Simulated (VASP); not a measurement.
```xyz
2
Lattice="1.8388 -3.1848 0.0000 1.8388 3.1848 0.0000 0.0000 0.0000 5.6158" Properties=species:S:1:pos:R:3 pbc="T T T"
Gd     1.8388     1.0616     1.4039
Gd     1.8388    -1.0616     4.2118
```

These are r2SCAN+rVV10, VASP's PBE PAW potentials (set 64) (plane waves; VASP) values and carry that method's errors. Numerical set-up: 520 eV cut-off, 13×13×7 Γ-centred mesh, tetrahedra with Blöchl corrections, potentials Gd_3.

The 4f electrons are frozen in the core of the lanthanide potential, so 4f levels, which can set the real gap, and their magnetism are missing.

**Question.** Give the energies of bands 7 to 12 at the high-symmetry points, in eV from the Fermi level.

**Answer.** 
| band | Γ | M | K | A | L | H |
|---|---|---|---|---|---|---|
| 7 | -4.92 | -1.77 | -0.99 | -3.24 | -1.86 | -0.45 |
| 8 | -2.08 | -1.46 | -0.69 | -3.24 | -1.86 | -0.45 |
| 9 | 1.61 | -0.96 | -0.69 | 1.15 | 0.11 | -0.42 |
| 10 | 1.86 | 0.09 | -0.43 | 1.15 | 0.11 | -0.42 |
| 11 | 1.86 | 1.47 | 1.33 | 1.74 | 1.82 | 0.63 |
| 12 | 2.52 | 1.84 | 1.33 | 1.74 | 1.82 | 0.63 |

It has no gap at this level: it comes out as a metal or semimetal.

The compound is Gd in the hcp structure. It was relaxed first.
